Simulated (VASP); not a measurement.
# ZnIr2O4 (Fd-3m) in VASP: settings compared

Aim: see how the results for ZnIr2O4 move with the level of theory and the settings. Levels: PBE+D3(BJ), PBE, LDA. Tasks: relaxation of cell and atoms.

Everything below comes from runs of VASP 6.6.1. Logs are shortened: lines on timing, memory, paths and dates and some standing lists are left out, and cuts for length are marked.

### Step 1. The crystal as given

The structure is cubic, space group Fd-3m (No. 227). The conventional cell has a = 8.684 Å, b = 8.684 Å, c = 8.684 Å, α = 90.00°, β = 90.00°, γ = 90.00°. Zn (site symmetry -43m) has 4 O at 2.04 Å as nearest neighbours. Ir (site symmetry -3m) has 6 O at 2.08 Å as nearest neighbours. O (site symmetry 3m) is surrounded by 1 Zn at 2.04 Å and 3 Ir at 2.08 Å.

The cell comes from a database or a generator and needn't be the stable form of this composition.

### Step 2. Relaxation of cell and atoms, PBE+D3(BJ)

Input file INCAR:

```
  PREC = Accurate
  ENCUT = 600
  EDIFF = 1E-7
  ISMEAR = 0
  SIGMA = 0.03
  LREAL = F
  LASPH = T
  NELM = 80
  ALGO = Normal
  ISIF = 3
  LWAVE = F
  LCHARG = F
  GGA = PE
  IVDW = 12
  IBRION = 2
  NSW = 90
  EDIFFG = -0.005
  KPAR = 4
```

Input file KPOINTS:

```
Automatic mesh
0
Gamma
  6 6 6
```

Input file POSCAR:

```
ZnIr2O4                                 
1.0
   -0.0000000000      4.3420490561      4.3420490561
    4.3420490561      0.0000000000      4.3420490561
    4.3420490561      4.3420490561     -0.0000000000
  Zn              Ir              O             
     2     4     8
Direct
     0.7500000000000000    0.7500000000000000    0.7500000000000000
     0.5000000000000000    0.5000000000000000    0.5000000000000000
     0.1250000000000000    0.1250000000000000    0.6250000000000000
     0.1250000000000000    0.6250000000000000    0.1250000000000000
     0.6250000000000000    0.1250000000000000    0.1250000000000000
     0.1250000000000000    0.1250000000000000    0.1250000000000000
     0.3642195913976715    0.3642195913976715    0.9073412258069927
     0.3642195913976715    0.9073412258069927    0.3642195913976715
     0.9073412258069927    0.3642195913976715    0.3642195913976715
     0.3642195913976715    0.3642195913976715    0.3642195913976715
     0.8857804086023287    0.8857804086023287    0.3426587741930073
     0.8857804086023287    0.3426587741930073    0.8857804086023287
     0.3426587741930073    0.8857804086023287    0.8857804086023287
     0.8857804086023287    0.8857804086023287    0.8857804086023287
```

Potentials or basis: VASP PAW PBE potentials, release 64 (Zn, Ir, O).

On the command line:

```console
$ cat potpaw_PBE.64/Zn/POTCAR potpaw_PBE.64/Ir/POTCAR potpaw_PBE.64/O/POTCAR > POTCAR
$ mpirun -np 4 vasp_std > vasp.out
```

OUTCAR:

```text
PREC = Accurate
   ENCUT = 600
   EDIFF = 1E-7
   ISMEAR = 0
   LREAL = F
   LASPH = T
   NELM = 80
   ISIF = 3
   GGA = PE
   IVDW = 12
   IBRION = 2
   NSW = 90
   EDIFFG = -0.005
 IVDW          = 12

 ion  position               nearest neighbor table
   1  0.750  0.750  0.750-  14 2.04  11 2.04  13 2.04  12 2.04
   2  0.500  0.500  0.500-  10 2.04   7 2.04   9 2.04   8 2.04
   3  0.125  0.125  0.625-   8 2.08   9 2.08  12 2.08  13 2.08  10 2.08  14 2.08   6 3.07   4 3.07
                             5 3.07   6 3.07   4 3.07   5 3.07
   4  0.125  0.625  0.125-   7 2.08   9 2.08  11 2.08  13 2.08  10 2.08  14 2.08   6 3.07   3 3.07
                             3 3.07   5 3.07   6 3.07   5 3.07
   5  0.625  0.125  0.125-   7 2.08   8 2.08  11 2.08  12 2.08  10 2.08  14 2.08   6 3.07   3 3.07
                             4 3.07   3 3.07   4 3.07   6 3.07
   6  0.125  0.125  0.125-   7 2.08   8 2.08   9 2.08  11 2.08  12 2.08  13 2.08   3 3.07   4 3.07
                             5 3.07   3 3.07   4 3.07   5 3.07
   7  0.364  0.364  0.907-   2 2.04   4 2.08   5 2.08   6 2.08
   8  0.364  0.907  0.364-   2 2.04   3 2.08   5 2.08   6 2.08
   9  0.907  0.364  0.364-   2 2.04   3 2.08   4 2.08   6 2.08
  10  0.364  0.364  0.364-   2 2.04   3 2.08   4 2.08   5 2.08
  11  0.886  0.886  0.343-   1 2.04   4 2.08   5 2.08   6 2.08
  12  0.886  0.343  0.886-   1 2.04   3 2.08   5 2.08   6 2.08
  13  0.343  0.886  0.886-   1 2.04   3 2.08   4 2.08   6 2.08
  14  0.886  0.886  0.886-   1 2.04   3 2.08   4 2.08   5 2.08

  LATTYP: Found a face centered cubic cell.
 ALAT       =     8.6840981122

  Lattice vectors:

 A1 = (   0.0000000000,   4.3420490561,   4.3420490561)
 A2 = (   4.3420490561,   0.0000000000,   4.3420490561)
 A3 = (   4.3420490561,   4.3420490561,   0.0000000000)

Analysis of symmetry for initial positions (statically):
=====================================================================
 Subroutine PRICEL returns:
 Original cell was already a primitive cell.

 Routine SETGRP: Setting up the symmetry group for a
 face centered cubic supercell.

 Subroutine GETGRP returns: Found 48 space group operations
 (whereof 24 operations were pure point group operations)
 out of a pool of 48 trial point group operations.

The static configuration has the point symmetry T_d .
 The point group associated with its full space group is O_h .

Analysis of symmetry for dynamics (positions and initial velocities):
=====================================================================
 Subroutine PRICEL returns:
 Original cell was already a primitive cell.

 Routine SETGRP: Setting up the symmetry group for a
 face centered cubic supercell.

 Subroutine GETGRP returns: Found 48 space group operations
 (whereof 24 operations were pure point group operations)
 out of a pool of 48 trial point group operations.

The dynamic configuration has the point symmetry T_d .
 The point group associated with its full space group is O_h .

 Subroutine INISYM returns: Found 48 space group operations
 (whereof 24 operations are pure point group operations),
 and found     1 'primitive' translations

----------------------------------------------------------------------------------------

                                     Primitive cell

  volume of cell :     163.7247

  direct lattice vectors                    reciprocal lattice vectors
     0.000000000  4.342049056  4.342049056    -0.115153006  0.115153006  0.115153006
     4.342049056  0.000000000  4.342049056     0.115153006 -0.115153006  0.115153006
     4.342049056  4.342049056  0.000000000     0.115153006  0.115153006 -0.115153006

  length of vectors
     6.140584664  6.140584664  6.140584664     0.199450857  0.199450857  0.199450857

  position of ions in fractional coordinates (direct lattice)
     0.750000000  0.750000000  0.750000000
     0.500000000  0.500000000  0.500000000
     0.125000000  0.125000000  0.625000000
     0.125000000  0.625000000  0.125000000
     0.625000000  0.125000000  0.125000000
     0.125000000  0.125000000  0.125000000
     0.364219591  0.364219591  0.907341226
     0.364219591  0.907341226  0.364219591
     0.907341226  0.364219591  0.364219591
     0.364219591  0.364219591  0.364219591
     0.885780409  0.885780409  0.342658774
     0.885780409  0.342658774  0.885780409
     0.342658774  0.885780409  0.885780409
     0.885780409  0.885780409  0.885780409

  ion indices of the primitive-cell ions
   primitive index   ion index
                 1           1
                 2           2
                 3           3
                 4           4
                 5           5
                 6           6
                 7           7
                 8           8
                 9           9
                10          10
                11          11
                12          12
                13          13
                14          14

----------------------------------------------------------------------------------------

 KPOINTS: Automatic mesh

Automatic generation of k-mesh.
 Grid dimensions read from file:
 generate k-points for:    6    6    6

 Generating k-lattice:

  Cartesian coordinates                     Fractional coordinates (reciprocal lattice)
    -0.019192168  0.019192168  0.019192168     0.166666667  0.000000000  0.000000000
     0.019192168 -0.019192168  0.019192168     0.000000000  0.166666667  0.000000000
     0.019192168  0.019192168 -0.019192168     0.000000000  0.000000000  0.166666667

  Length of vectors
     0.033241809  0.033241809  0.033241809

  Shift w.r.t. Gamma in fractional coordinates (k-lattice)
     0.000000000  0.000000000  0.000000000

 Subroutine IBZKPT returns following result:
 ===========================================

 Found     16 irreducible k-points:

 Following reciprocal coordinates:
            Coordinates               Weight
  0.000000  0.000000  0.000000      1.000000
  0.166667  0.000000  0.000000      8.000000
  0.333333  0.000000  0.000000      8.000000
  0.500000  0.000000  0.000000      4.000000
  0.166667  0.166667  0.000000      6.000000
  0.333333  0.166667  0.000000     24.000000
[... 8 lines left out ...]
 -0.333333  0.333333  0.166667     24.000000
 -0.333333  0.500000  0.166667     12.000000
   k-points           NKPTS =     16   k-points in BZ     NKDIM =     16   number of bands    NBANDS=     64
   number of dos      NEDOS =    301   number of ions     NIONS =     14
   total plane-waves  NPLWV = 125000
   dimension x,y,z NGX =    50 NGY =   50 NGZ =   50
   dimension x,y,z NGXF=   100 NGYF=  100 NGZF=  100
   ions per type =               2   4   8
   NGX,Y,Z   is equivalent  to a cutoff of  13.54, 13.54, 13.54 a.u.
   NGXF,Y,Z  is equivalent  to a cutoff of  27.07, 27.07, 27.07 a.u.
 SYSTEM =  unknown system
   PREC   = accura    normal or accurate (medium, high low for compatibility)
   ISTART =      0    job   : 0-new  1-cont  2-samecut
   ICHARG =      2    charge: 1-file 2-atom 10-const
   ISPIN  =      1    spin polarized calculation?
   LNONCOLLINEAR =      F non collinear calculations
   LSORBIT =      F    spin-orbit coupling
   LASPH  =      T    aspherical Exc in radial PAW
   ENCUT  =  600.0 eV  44.10 Ry    6.64 a.u.  12.26 12.26 12.26*2*pi/ulx,y,z
   NELM   =     80;   NELMIN=  2; NELMDL= -5     # of ELM steps
   EDIFF  = 0.1E-06   stopping-criterion for ELM
   LREAL  =      F    real-space projection
   EDIFFG = -.5E-02   stopping-criterion for IOM
   NSW    =     90    number of steps for IOM
   IBRION =      2    ionic relax: 0-MD 1-quasi-New 2-CG
   NFREE  =      1    steps in history (QN), initial steepest desc. (CG)
   ISIF   =      3    stress and relaxation
   ISYM   =      2    0-nonsym 1-usesym 2-fastsym
   POTIM  = 0.5000    time-step for ionic-motion
   TEBEG  =    0.0;   TEEND  =   0.0 temperature during run
   PSTRESS=    0.0 pullay stress
   NELECT =     108.0000    total number of electrons
   NUPDOWN=      -1.0000    fix difference up-down
   EMIN   =  10.00;   EMAX   =-10.00  energy-range for DOS
   EFERMI =   0.00;   METHOD = LEGACY
   ISMEAR =     0;   SIGMA  =   0.03  broadening in eV -4-tet -1-fermi 0-gaus
   EFERMI_NEDOS =   21; number of points for ismear=-14 and -15
   IALGO  =     38    algorithm
   IMIX   =      4    mixing-type and parameters
     AMIX     =   0.40;   BMIX     =  1.00
     AMIX_MAG =   1.60;   BMIX_MAG =  1.00
  volume/ion in A,a.u.               =      11.69        78.92
  Fermi-wavevector in a.u.,A,eV,Ry     =   1.425098  2.693044 27.632126  2.030904
  Thomas-Fermi vector in A             =   2.545518
   LORBIT       =      0    0 simple, 1 ext, 2 COOP (PROOUT), +10 PAW based schemes
   GGA     = PE    functional components
   LHFCALC =     F    Hartree Fock is set to
   AEXX    =    0.0000 exact exchange contribution
   IVDW    =    12    specifies the selected vdW correction
   LEPSILON=     F    determine dielectric tensor
   LRPA    =     F    only Hartree local field effects (RPA)
 conjugate gradient relaxation of ions
 non-spin polarized calculation
 Gauss-broadening in eV      SIGMA  =   0.03
  energy-cutoff  :      600.00
  volume of cell :      163.72
 maximum number of plane-waves:      5577
 NGX is ok and might be reduce to    50
   NGX = 25   NGY = 25   NGZ = 25

--------------------------------------- Ionic step        1  -------------------------------------------

 number of electron     107.9999983 magnetization

 Free energy of the ion-electron system (eV)
  ---------------------------------------------------
  ext. energy  EPLUGINS =         0.00000000
  ---------------------------------------------------
  free energy    TOTEN  =       -86.34233621 eV

  energy without entropy =      -86.34233621  energy(sigma->0) =      -86.34233621

------------------------ aborting loop because EDIFF is reached ----------------------------------------

 Edisp (eV)   -3.60064

 E8    (eV) :    -1.4216

  FORCE on cell =-STRESS in cart. coord.  units (eV):
  Direction    XX          YY          ZZ          XY          YZ          ZX
  --------------------------------------------------------------------------------------
  -------------------------------------------------------------------------------------
  Total       0.10580     0.10580     0.10580     0.00000     0.00000     0.00000
  in kB       1.03537     1.03537     1.03537     0.00000     0.00000     0.00000
  external pressure =        1.04 kB  Pullay stress =        0.00 kB
[... 85 lines left out ...]
  energy  without entropy=      -89.9429329715  energy(sigma->0) =      -89.94293297

--------------------------------------- Ionic step        3  -------------------------------------------

 number of electron     107.9999982 magnetization

 Free energy of the ion-electron system (eV)
  ---------------------------------------------------
  ext. energy  EPLUGINS =         0.00000000
  ---------------------------------------------------
  free energy    TOTEN  =       -86.34382880 eV

  energy without entropy =      -86.34382880  energy(sigma->0) =      -86.34382880

 E-fermi :   5.4285     XC(G=0): -11.5851

 val. band max:        5.2991179463   @ k =   0.5000   0.5000   0.0000
 cond. band min:       5.8747576596   @ k =   0.0000   0.0000   0.0000
 fundamental gap:      0.5756397132
 Fermi energy:         5.4285123183

 k-point     1 :       0.0000    0.0000    0.0000
  band No.  band energies     occupation
      1     -15.4157      2.00000
      2     -14.4616      2.00000
      3     -14.4616      2.00000
      4     -14.4616      2.00000
      5     -14.1253      2.00000
      6     -13.9650      2.00000
[... 1106 lines left out ...]
  FREE ENERGIE OF THE ION-ELECTRON SYSTEM (eV)
  ---------------------------------------------------
  free  energy   TOTEN  =       -89.9430005121 eV

  energy  without entropy=      -89.9430005121  energy(sigma->0) =      -89.94300051

 reached required accuracy - stopping structural energy minimisation
```

Run time: 4 min. Hardware: 4 MPI ranks of Intel Xeon Platinum 8259CL at 2.50GHz (Skylake/Cascade Lake), shared host; peak memory 0.49 GiB.

Results:

| Property | Result |
| --- | --- |
| Free energy | -89.9430 eV |
| Relaxed volume | 11.70 Å³/atom |
| Relaxed cell | a = 6.141 Å, b = 6.141 Å, c = 6.141 Å, α = 60.00°, β = 60.00°, γ = 60.00° |
| Space group after relaxing (to 0.05 Å) | Fd-3m (No. 227) |
| Energy gained by relaxing | 0.0 meV/atom |
| Ionic steps | 3 |
| Pressure after relaxing | 0.0 GPa |
| Band gap on the k mesh | 0.58 eV, indirect (least direct gap 0.65 eV) |
| Dispersion energy per atom | -0.257 eV |

Final structure:
```xyz
14
Lattice="0.0000 4.3426 4.3426 4.3426 0.0000 4.3426 4.3426 4.3426 0.0000" Properties=species:S:1:pos:R:3 pbc="T T T"
Zn    6.5139    6.5139    6.5139
Zn    4.3426    4.3426    4.3426
Ir    3.2570    3.2570    1.0857
Ir    3.2570    1.0857    3.2570
Ir    1.0857    3.2570    3.2570
Ir    1.0857    1.0857    1.0857
O     5.5218    5.5218    3.1634
O     5.5218    3.1634    5.5218
O     3.1634    5.5218    5.5218
O     3.1634    3.1634    3.1634
O     5.3347    5.3347    7.6932
O     5.3347    7.6932    5.3347
O     7.6932    5.3347    5.3347
O     7.6932    7.6932    7.6932
```

Levels at points of the mesh, in eV from the valence-band top:
```
           k point  band 52  band 53  band 54  band 55  band 56  band 57
(0.00, 0.00, 0.00)    -0.07    -0.07    -0.07     0.58     2.65     2.65
(0.50, 0.00, 0.00)    -0.14    -0.10    -0.10     2.00     2.40     2.40
(0.50, 0.50, 0.00)    -0.14     0.00     0.00     0.84     0.84     2.03
```

Caveat: spin-orbit coupling is left out, which moves the levels of the heavy elements. A hybrid or GW would open this gap; PBE tends to underestimate it.

(Continued in part 2 of 2.)
